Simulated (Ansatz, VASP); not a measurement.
Sn3PbS4: VASP beside Ansatz

The input INCAR:

```
  PREC = Accurate
  ENCUT = 600
  EDIFF = 1E-6
  ISMEAR = 0
  SIGMA = 0.1
  LREAL = False
  LASPH = True
  NELM = 100
  ALGO = Normal
  ISIF = 3
  LWAVE = False
  LCHARG = False
  GGA = PE
  IBRION = 2
  NSW = 100
  EDIFFG = -0.01
```

The input KPOINTS:

```
regular mesh
0
Gamma
  6 6 6
```

The input POSCAR:

```
Sn3PbS4
1.0
    5.9405139700      0.0000000000      0.0000000000
    0.0000000000      5.9405139700      0.0000000000
    0.0000000000      0.0000000000      5.9405139700
Sn Pb S
3 1 4
Direct
    0.0000000000      0.5000000000      0.5000000000
    0.5000000000      0.5000000000      0.0000000000
    0.5000000000      0.0000000000      0.5000000000
    0.0000000000      0.0000000000      0.0000000000
    0.5000000000      0.0000000000      0.0000000000
    0.0000000000      0.0000000000      0.5000000000
    0.5000000000      0.5000000000      0.5000000000
    0.0000000000      0.5000000000      0.0000000000
```

Input for Ansatz:

```yaml
crystal:
  lattice:
    - [5.94051397, 0.0, 0.0]
    - [0.0, 5.94051397, 0.0]
    - [0.0, 0.0, 5.94051397]
  atoms:
    - { symbol: Sn, position: [0.0, 0.5, 0.5] }
    - { symbol: Sn, position: [0.5, 0.5, 0.0] }
    - { symbol: Sn, position: [0.5, 0.0, 0.5] }
    - { symbol: Pb, position: [0.0, 0.0, 0.0] }
    - { symbol: S, position: [0.5, 0.0, 0.0] }
    - { symbol: S, position: [0.0, 0.0, 0.5] }
    - { symbol: S, position: [0.5, 0.5, 0.5] }
    - { symbol: S, position: [0.0, 0.5, 0.0] }
basis:
  ecutwfc: 420
kpoints:
  mp_grid: { grid: [6, 6, 6] }
hamiltonian:
  xc: pbe
scf:
  occupations: { method: gaussian, width: 0.1 }
output:
  forces: true
  stress: true
  eigenvalues: true
  write_density: true
  write_potential: true
  elf: true
  volumetric_format: npy
relax:
  adjacent_minimum: "off"
  f_tol: 0.01
  max_steps: 80
  cell: { stress_tol: 0.05 }
```

Alike in both runs: task relaxation of cell and atoms; functional PBE; k mesh 6 × 6 × 6; occupations gaussian, width 0.1 eV; no spin polarisation.

|  | VASP | Ansatz |
| --- | --- | --- |
| version | VASP 6.6.1 | Ansatz 0.2.0 |
| potentials or method | VASP PAW PBE potentials, release 64 (Sn_d, Pb_d, S) | scalar-relativistic, plane waves, PAW |
| plane-wave cutoff (eV) | 600 | 420 |
| valence electrons in the cell | 80 | 80 |

Ansatz gave:

```
gap on the k mesh at the Fermi level, each at its own relaxed structure (eV) : none
relaxed volume (Å³/atom)                                                     : 25.60
relaxed cell length with the largest relative difference (Å)                 : 5.895
energy change over the relaxation (meV/atom)                                 : -2
```

Problem. Which values does VASP return?

Solution. gap on the k mesh at the Fermi level, each at its own relaxed structure (eV): none; relaxed volume (Å³/atom): 25.58; relaxed cell length with the largest relative difference (Å): 5.893; energy change over the relaxation (meV/atom): -2.

A gap of «none» marks a metal or a gap that the smearing closes.

Spin-orbit coupling is left out, which matters for the levels of Pb.
